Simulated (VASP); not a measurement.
Here is the system:

```xyz
8
Lattice="0.0000 2.8817 2.8817 2.8817 0.0000 2.8817 11.5559 11.5559 -0.0289" Properties=species:S:1:pos:R:3 pbc="T T T"
In    11.5416    11.5416    -0.0146
As     1.5368     1.5368     1.3449
As     4.3602     4.3602     1.4033
As     7.1942     7.1942     1.4510
As    10.0254    10.0254     1.5016
Ga     5.8285     5.8285     5.6984
Ga     8.6601     8.6601     5.7485
Ga     8.6110     8.6110     0.0342
```

Calculation: PBEsol GGA, VASP's PBE PAW potentials (set 64) (plane waves; VASP 6.6.1). Run with 400 eV cut-off, Gaussian smearing of 0.050 eV, potentials In_d As Ga_d.

### Question
Give the energies of bands 28 to 41 at the high-symmetry points, in eV from the Fermi level.

### Answer

| band | Γ | T | H2 | L | S0 | F |
|---|---|---|---|---|---|---|
| 28 | -1.36 | -2.13 | -5.80 | -5.91 | -5.80 | -5.82 |
| 29 | -1.36 | -1.32 | -4.03 | -3.18 | -4.03 | -3.32 |
| 30 | -0.97 | -1.32 | -3.95 | -3.15 | -3.92 | -3.26 |
| 31 | -0.97 | -1.09 | -3.81 | -2.74 | -3.84 | -2.80 |
| 32 | -0.67 | -1.09 | -3.50 | -2.47 | -3.50 | -2.74 |
| 33 | -0.67 | -0.52 | -2.43 | -2.34 | -2.50 | -2.26 |
| 34 | -0.26 | -0.52 | -2.42 | -2.26 | -2.33 | -1.94 |
| 35 | -0.09 | -0.08 | -2.16 | -1.65 | -2.22 | -1.28 |
| 36 | 0.00 | -0.08 | -2.11 | -1.30 | -2.05 | -1.15 |
| 37 | 0.00 | 0.50 | 2.11 | 1.28 | 1.97 | 0.67 |
| 38 | 0.53 | 0.76 | 2.13 | 1.48 | 2.46 | 1.18 |
| 39 | 0.84 | 0.97 | 2.90 | 1.66 | 2.50 | 1.42 |
| 40 | 1.72 | 1.82 | 2.99 | 2.03 | 3.25 | 1.76 |
| 41 | 3.51 | 3.62 | 4.24 | 2.40 | 3.96 | 2.34 |

It has no gap at this level: it comes out as a metal or semimetal.

The structure was generated: Ga3InAs4 was put into an ordered model structure (R3m), which need not be its known phase. It was relaxed first.
